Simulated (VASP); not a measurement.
The input files of a VASP run:

POSCAR:
```
PtAl2
1
    0.0000000000     2.9366559998     2.9366559998
    2.9366559998     0.0000000000     2.9366559998
    2.9366559998     2.9366559998    -0.0000000000
Al Pt
2 1
Direct
  0.2500000000   0.2500000000   0.2500000000
  0.7500000000   0.7500000000   0.7500000000
  0.0000000000   0.0000000000   0.0000000000
```

### KPOINTS
```
kpoints
0
Gamma
 9 9 9
0 0 0
```

INCAR:
```
SYSTEM  =  PtAl2
PREC  =  Accurate; ENCUT  =  500; LREAL  =  .False.
LASPH  =  .True.
EDIFF  =  1E-6; NELM  =  100; ALGO  =  Normal
LMAXMIX  =  6
ISMEAR  =  1; SIGMA  =  0.1
GGA  =  PE
IBRION  =  2; NSW  =  40; ISIF  =  3
EDIFFG  =  -0.02; PSTRESS  =  50
LWAVE  =  .False.; LCHARG  =  .False.
```

POTCAR, in this order: Al Pt (PBE.64 set). Program: vasp_std.

Task: Write an equivalent input for Ansatz.

Result: One equivalent input (not run):
Ansatz 0.2 input:
```yaml
crystal:
  lattice:
    - [0.0000000, 2.9366560, 2.9366560]
    - [2.9366560, 0.0000000, 2.9366560]
    - [2.9366560, 2.9366560, 0.0000000]
  atoms:
    - { symbol: Al, position: [0.2500000, 0.2500000, 0.2500000] }
    - { symbol: Al, position: [0.7500000, 0.7500000, 0.7500000] }
    - { symbol: Pt, position: [0.0000000, 0.0000000, 0.0000000] }
kpoints:
  mp_grid: { grid: [9, 9, 9] }
hamiltonian:
  xc: pbe
  pseudopotentials: { kind: paw }
scf:
  occupations: { method: methfessel_paxton, width: 0.1 }
  max_iter: 100
relax:
  max_steps: 40
  f_tol: 0.02
  cell: { p_target: 5 }
output: { forces: true, stress: true, eigenvalues: true }
```
What does not carry over: each code has its own PAW files, so the cut-off isn't converted (ENCUT is set for VASP's; basis.ecutwfc is left out, and Ansatz then takes the one that its files recommend); Ansatz stops its SCF on the density residual and VASP on the energy change (EDIFF).

The compound is PtAl2 in the fluorite structure. It was relaxed first under an external pressure of 5 GPa.
